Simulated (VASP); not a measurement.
The system is Ni.

```
CELL_PARAMETERS angstrom
0.00000 1.76194 1.76194
1.76194 0.00000 1.76194
1.76194 1.76194 0.00000
ATOMIC_POSITIONS crystal
Ni 0.00000 0.00000 0.00000
```

```yaml
Program: VASP 6.6.1
Task: relaxation of cell and atoms
Functional: rev-vdW-DF2
Potentials_or_basis: VASP PAW PBE potentials, release 64 (Ni)
Cutoff: 600 eV
k_mesh: 18 × 18 × 18
Occupations: methfessel-paxton, width 0.1 eV
Spin: collinear spin, ferromagnetic start
Starting_moments: "[2.0] μB"
```

At the start: pressure -5.7 GPa; volume 10.94 Å³/atom.

Question: Where does the relaxation end?

Answer: Over 3 steps the energy falls by 5.7 meV/atom and the volume is 10.63 Å³/atom (-2.9 %); space group Fm-3m (No. 225, to 0.05 Å); moment 0.61 μB per cell.

The path:
| step | energy change (eV) | largest force (eV/Å) | pressure (GPa) | volume (Å³) |
| --- | --- | --- | --- | --- |
| 1 | 0.0000 | 0.0000 | -5.67 | 10.94 |
| 2 | -0.0003 | 0.0000 | 6.24 | 10.34 |
| 3 | -0.0057 | 0.0000 | 0.00 | 10.63 |

Final structure:
```xyz
1
Lattice="0.0000 1.7450 1.7450 1.7450 0.0000 1.7450 1.7450 1.7450 0.0000" Properties=species:S:1:pos:R:3 pbc="T T T"
Ni    0.0000    0.0000    0.0000
```

Caveat: the PAW data sets were made with another functional, which shifts forces and pressure a little.
